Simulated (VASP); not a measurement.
**GaAs$_{4}$B$_{3}$ (ordered alloy cell): computed properties**

Level of theory: PBEsol GGA, VASP's PBE PAW potentials (set 64) (plane waves; VASP 6.6.1).

```yaml
space_group: R3m (160)
cell: a = 3.5127 Å, b = 3.5127 Å, c = 35.1401 Å, α = 90.00°, β = 90.00°, γ = 120.00°
volume_per_atom: 15.65 Å³/atom
band gap (over mesh and band path): none (metal, semimetal or under 0.01 eV)
density: 5.33 g/cm³
```

```yaml
crystal:
  lattice:
    - [0.00000, 2.48387, 2.48387]
    - [2.48387, 0.00000, 2.48387]
    - [10.07454, 10.07454, -0.13906]
  atoms:
    - { symbol: Ga, position: [0.00543, 0.00543, 0.99593] }
    - { symbol: As, position: [0.21346, 0.21346, 0.08990] }
    - { symbol: As, position: [0.23716, 0.23716, 0.32213] }
    - { symbol: As, position: [0.25939, 0.25939, 0.55545] }
    - { symbol: As, position: [0.28156, 0.28156, 0.78883] }
    - { symbol: B, position: [0.97865, 0.97865, 0.26601] }
    - { symbol: B, position: [0.00110, 0.00110, 0.49918] }
    - { symbol: B, position: [0.02325, 0.02325, 0.73256] }
```

The structure was generated: GaAs4B3 was put into an ordered model structure (R3m), which need not be its known phase. It was relaxed first. Symmetry was kept, so distortions that lower it aren't found.
